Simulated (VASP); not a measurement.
Here is the system:

```xyz
5
Lattice="-3.1188 3.1188 3.1188 3.1188 -3.1188 3.1188 3.1188 3.1188 -3.1188" Properties=species:S:1:pos:R:3 pbc="T T T"
Hg     1.5594     1.5594    -1.5594
Hg     1.5594    -1.5594     1.5594
Hg     1.5594     1.5594     1.5594
Hg    -1.5594     1.5594     1.5594
Pt     0.0000     0.0000     0.0000
```

These are PBEsol GGA, VASP's PBE PAW potentials (set 64) (plane waves; VASP) values and carry that method's errors. Numerical set-up: 480 eV cut-off, 6×6×6 Γ-centred mesh, first-order Methfessel-Paxton smearing of 0.10 eV, potentials Hg Pt.

Question: The ions, cell shape and volume at an external pressure of 1.0 GPa are relaxed. Which structure does the run end with?

Answer: 
```xyz
5
Lattice="-3.1080 3.1080 3.1080 3.1080 -3.1080 3.1080 3.1080 3.1080 -3.1080" Properties=species:S:1:pos:R:3 pbc="T T T"
Hg     1.5540     1.5540    -1.5540
Hg     1.5540    -1.5540     1.5540
Hg     1.5540     1.5540     1.5540
Hg    -1.5540     1.5540     1.5540
Pt     0.0000     0.0000     0.0000
```
Space group Im-3m (229), at a tolerance of 0.03 Å.

Question: How do energy and volume change from the first to the last step?

Answer: The energy (σ→0) changes by +0.9 meV/atom and the volume by -1.0 %, in 3 ionic steps.

| step | E(σ→0) (eV) | max force (eV/Å) | pressure (GPa) | volume (Å³) |
|---|---|---|---|---|
| 1 | -9.8140 | 0.000 | 0.11 | 121.34 |
| 2 | -9.8000 | 0.000 | 1.83 | 119.00 |
| 3 | -9.8097 | 0.000 | 1.00 | 120.09 |

The structure comes from a computed database's Hg4Pt entry (Im-3m); how it stands against other phases isn't given here. This run relaxes it under an external pressure of 1 GPa. Symmetry was kept, so distortions that lower it aren't found.
